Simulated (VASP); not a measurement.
Calculation: PBE GGA with D4 dispersion, VASP's PBE PAW potentials (set 64) (plane waves; VASP).

VASP ran on this input.

File KPOINTS:
```
Regular mesh
0
Gamma
9 9 7
0 0 0
```

File POSCAR:
```
PtSe2
1.0
  1.9067603625  -3.3026060809   0.0000000000
  1.9067603625   3.3026060809   0.0000000000
  0.0000000000   0.0000000000   4.8487353880
Pt Se
1 2
Cart
  0.0000000000   0.0000000000   0.0000000000
  1.9067603625   1.1008708954   1.2903278315
  1.9067603625  -1.1008708954   3.5584075565
```

**INCAR**
```
# general
SYSTEM  = PtSe2
PREC    = Accurate
ENCUT   = 520
LREAL   = .FALSE.
LASPH   = .TRUE.

# electronic loop
EDIFF   = 1E-7
NELM    = 100
ALGO    = Normal
LMAXMIX = 6

# smearing
ISMEAR  = 1
SIGMA   = 0.1

# functional
GGA     = PE
IVDW    = 13

# ions
IBRION  = 2
NSW     = 30
ISIF    = 4
EDIFFG  = -0.01

# output
LWAVE   = .FALSE.
LCHARG  = .FALSE.
```

POTCAR, in this order: Pt Se (PBE.64 set). Program: vasp_std.

What VASP printed:

### OSZICAR
```
       N       E                     dE             d eps       ncg     rms          rms(c)
DAV:   1     0.116918871071E+03    0.11692E+03   -0.10201E+04  2078   0.129E+03
DAV:   2    -0.996162938616E+01   -0.12688E+03   -0.12409E+03  2672   0.237E+02
DAV:   3    -0.149026400501E+02   -0.49410E+01   -0.49152E+01  2539   0.499E+01
DAV:   4    -0.149400295947E+02   -0.37390E-01   -0.37381E-01  2504   0.478E+00
DAV:   5    -0.149404462829E+02   -0.41669E-03   -0.41666E-03  2574   0.472E-01    0.116E+01
DAV:   6    -0.144557140773E+02    0.48473E+00   -0.51842E+00  2105   0.220E+01    0.753E+00
DAV:   7    -0.142323749502E+02    0.22334E+00   -0.98291E-01  2105   0.106E+01    0.356E+00
DAV:   8    -0.142187518262E+02    0.13623E-01   -0.77255E-02  2189   0.195E+00    0.881E-01
DAV:   9    -0.142150668032E+02    0.36850E-02   -0.11225E-02  2301   0.112E+00    0.200E-01
DAV:  10    -0.142151870932E+02   -0.12029E-03   -0.17524E-03  2273   0.282E-01    0.389E-02
DAV:  11    -0.142151906253E+02   -0.35322E-05   -0.39403E-05  2665   0.496E-02    0.275E-02
DAV:  12    -0.142151937227E+02   -0.30974E-05   -0.60088E-06  2252   0.186E-02    0.995E-03
DAV:  13    -0.142151944803E+02   -0.75756E-06   -0.24942E-06  2420   0.105E-02    0.142E-03
DAV:  14    -0.142151945007E+02   -0.20369E-07   -0.10137E-07  1861   0.251E-03
   1 F= -.15716176E+02 E0= -.15716240E+02  d E =-.157162E+02
       N       E                     dE             d eps       ncg     rms          rms(c)
DAV:   1    -0.142259181858E+02   -0.10724E-01   -0.70365E-01  2070   0.546E+00    0.448E-01
DAV:   2    -0.142256358590E+02    0.28233E-03   -0.26208E-02  2399   0.113E+00    0.201E-01
DAV:   3    -0.142249919073E+02    0.64395E-03   -0.14098E-03  2416   0.297E-01    0.931E-02
DAV:   4    -0.142249314240E+02    0.60483E-04   -0.37888E-04  2381   0.147E-01    0.322E-02
DAV:   5    -0.142249295641E+02    0.18599E-05   -0.41510E-05  2175   0.604E-02    0.190E-02
DAV:   6    -0.142249312800E+02   -0.17159E-05   -0.78886E-06  2539   0.211E-02    0.455E-03
DAV:   7    -0.142249313899E+02   -0.10985E-06   -0.48721E-07  2322   0.549E-03    0.163E-03
DAV:   8    -0.142249314753E+02   -0.85395E-07   -0.34340E-08  1273   0.158E-03
   2 F= -.15724819E+02 E0= -.15724954E+02  d E =-.864299E-02
       N       E                     dE             d eps       ncg     rms          rms(c)
DAV:   1    -0.142315700531E+02   -0.66387E-02   -0.88966E-01  2070   0.613E+00    0.518E-01
DAV:   2    -0.142311248960E+02    0.44516E-03   -0.33213E-02  2371   0.129E+00    0.231E-01
DAV:   3    -0.142303205793E+02    0.80432E-03   -0.18021E-03  2482   0.347E-01    0.111E-01
DAV:   4    -0.142302266062E+02    0.93973E-04   -0.54842E-04  2338   0.178E-01    0.376E-02
DAV:   5    -0.142302241422E+02    0.24641E-05   -0.60189E-05  2189   0.719E-02    0.213E-02
DAV:   6    -0.142302262407E+02   -0.20985E-05   -0.10494E-05  2560   0.239E-02    0.520E-03
DAV:   7    -0.142302263862E+02   -0.14549E-06   -0.70191E-07  2357   0.639E-03    0.188E-03
DAV:   8    -0.142302264874E+02   -0.10125E-06   -0.41875E-08  1399   0.180E-03    0.725E-04
DAV:   9    -0.142302264737E+02    0.13726E-07   -0.95703E-09  1091   0.825E-04
   3 F= -.15728833E+02 E0= -.15728994E+02  d E =-.126579E-01
       N       E                     dE             d eps       ncg     rms          rms(c)
DAV:   1    -0.142305240388E+02   -0.29755E-03   -0.20090E-02  2070   0.918E-01    0.782E-02
DAV:   2    -0.142305127700E+02    0.11269E-04   -0.75512E-04  2336   0.195E-01    0.350E-02
DAV:   3    -0.142304956288E+02    0.17141E-04   -0.42229E-05  2517   0.534E-02    0.171E-02
DAV:   4    -0.142304941972E+02    0.14316E-05   -0.12783E-05  2331   0.272E-02    0.575E-03
DAV:   5    -0.142304943178E+02   -0.12059E-06   -0.14015E-06  2196   0.109E-02    0.326E-03
DAV:   6    -0.142304945418E+02   -0.22404E-06   -0.22885E-07  1618   0.361E-03    0.759E-04
DAV:   7    -0.142304945482E+02   -0.63717E-08   -0.20618E-08  1077   0.115E-03
   4 F= -.15728909E+02 E0= -.15729065E+02  d E =-.127330E-01
       N       E                     dE             d eps       ncg     rms          rms(c)
DAV:   1    -0.142316322795E+02   -0.11377E-02   -0.47023E-02  2084   0.157E+00    0.139E-01
DAV:   2    -0.142310060034E+02    0.62628E-03   -0.19677E-03  2266   0.367E-01    0.789E-02
DAV:   3    -0.142308868454E+02    0.11916E-03   -0.38114E-04  2350   0.185E-01    0.387E-02
DAV:   4    -0.142308534063E+02    0.33439E-04   -0.11293E-04  2315   0.813E-02    0.161E-02
DAV:   5    -0.142308530852E+02    0.32108E-06   -0.11579E-05  2329   0.245E-02    0.597E-03
DAV:   6    -0.142308531147E+02   -0.29527E-07   -0.82559E-07  2532   0.803E-03
   5 F= -.15729260E+02 E0= -.15729428E+02  d E =-.351538E-03
       N       E                     dE             d eps       ncg     rms          rms(c)
DAV:   1    -0.142312018168E+02   -0.34873E-03   -0.17742E-02  2091   0.965E-01    0.850E-02
DAV:   2    -0.142309668009E+02    0.23502E-03   -0.74027E-04  2266   0.225E-01    0.483E-02
DAV:   3    -0.142309222019E+02    0.44599E-04   -0.14332E-04  2364   0.114E-01    0.238E-02
DAV:   4    -0.142309097434E+02    0.12458E-04   -0.42207E-05  2343   0.497E-02    0.989E-03
DAV:   5    -0.142309096313E+02    0.11211E-06   -0.43707E-06  2301   0.150E-02    0.366E-03
DAV:   6    -0.142309096420E+02   -0.10719E-07   -0.31057E-07  2371   0.492E-03
   6 F= -.15729318E+02 E0= -.15729490E+02  d E =-.409261E-03
```

File OUTCAR:
```
------------------------ aborting loop because EDIFF is reached ----------------------------------------
  Edisp (eV):   -1.49841
  FORCE on cell =-STRESS in cart. coord.  units (eV):
  Direction    XX          YY          ZZ          XY          YZ          ZX
  --------------------------------------------------------------------------------------
  Total      -0.51807    -0.51807    -0.51636     0.00000     0.00000     0.00000
  in kB     -13.59215   -13.59215   -13.54717     0.00000     0.00000     0.00000
  external pressure =      -13.58 kB  Pullay stress =        0.00 kB
  volume of cell :       61.07
      direct lattice vectors                 reciprocal lattice vectors
     1.889894455 -3.273393432  0.000000000     0.264565039 -0.152746686 -0.000000000
     1.889894455  3.273393432  0.000000000     0.264565039  0.152746686  0.000000000
    -0.000000000 -0.000000000  4.935664351     0.000000000  0.000000000  0.202606970
 POSITION                                       TOTAL-FORCE (eV/Angst)
 -----------------------------------------------------------------------------------
      0.00000      0.00000      0.00000         0.000000     -0.000000      0.000000
      1.88989      1.09113      1.28472        -0.000000     -0.000000     -0.001530
      1.88989     -1.09113      3.65095        -0.000000      0.000000      0.001530
 -----------------------------------------------------------------------------------
    total drift:                                0.000000     -0.000000      0.000000
  FREE ENERGIE OF THE ION-ELECTRON SYSTEM (eV)
  ---------------------------------------------------
  free  energy   TOTEN  =       -15.7293178374 eV

  energy  without entropy=      -15.7298329025  energy(sigma->0) =      -15.72948953

 reached required accuracy - stopping structural energy minimisation
```
(Selected blocks of OUTCAR.)

File CONTCAR:
```
PtSe2
   1.00000000000000
     1.8898944549621965   -3.2733934315585658    0.0000000000000000
     1.8898944549621965    3.2733934315585658    0.0000000000000000
    -0.0000000000000000   -0.0000000000000000    4.9356643512201614
  Pt              Se
     1     2
Direct
     0.0000000000000000    0.0000000000000000    0.0000000000000000
     0.3333330000000032    0.6666669999999968    0.2602929838341972
     0.6666669999999968    0.3333330000000032    0.7397070161658028
```

### OUTCAR
```
 val. band max:        6.3474959682   @ k =   0.3333   0.3333   0.0000

 cond. band min:       6.4418535703   @ k =  -0.2222  -0.4444   0.1429


 Fermi energy:         6.3919366881

 k-point     1 :       0.0000    0.0000    0.0000
  band No.  band energies     occupation
      1      -9.1134      2.00000
      2      -6.2495      2.00000
      3      -0.5969      2.00000
      4       0.2302      2.00000
      5       0.2302      2.00000
      6       2.6180      2.00000
      7       2.6180      2.00000
      8       3.9188      2.00000
      9       5.3749      2.00000
     10       5.3749      2.00000
     11       7.0362     -0.00000
     12       7.5605     -0.00000
     13       7.5605     -0.00000
     14       9.8709      0.00000
     15      10.3820      0.00000

 k-point     2 :       0.1111    0.0000    0.0000
  band No.  band energies     occupation
      1      -8.9838      2.00000
      2      -6.3157      2.00000
      3      -0.4347      2.00000
      4       0.3145      2.00000
      5       0.3448      2.00000
      6       2.4305      2.00000
      7       2.5275      2.00000
      8       3.6397      2.00000
      9       4.9027      2.00000
     10       5.1984      2.00000
     11       6.3302      1.85491
     12       7.6810     -0.00000
     13       7.8162     -0.00000
     14      10.6708      0.00000
     15      11.1296      0.00000

 k-point     3 :       0.2222    0.0000    0.0000
  band No.  band energies     occupation
      1      -8.6183      2.00000
      2      -6.4918      2.00000
      3       0.0036      2.00000
      4       0.5341      2.00000
      5       0.6636      2.00000
      6       1.6512      2.00000
      7       2.3631      2.00000
      8       3.1215      2.00000
      9       4.4096      2.00000
     10       4.6940      2.00000
     11       5.3085      2.00000
     12       7.8769     -0.00000
     13       8.0289     -0.00000
     14      11.3298      0.00000
     15      12.2265      0.00000
...
```

Unless said otherwise, spin-orbit coupling is left out, though it shifts the bands of the heavy elements here.

The compound is PtSe2 in the 1T layered structure. This cell is one point of a volume scan, at 1.03 of the reference volume. Symmetry was kept, so distortions that lower it aren't found.
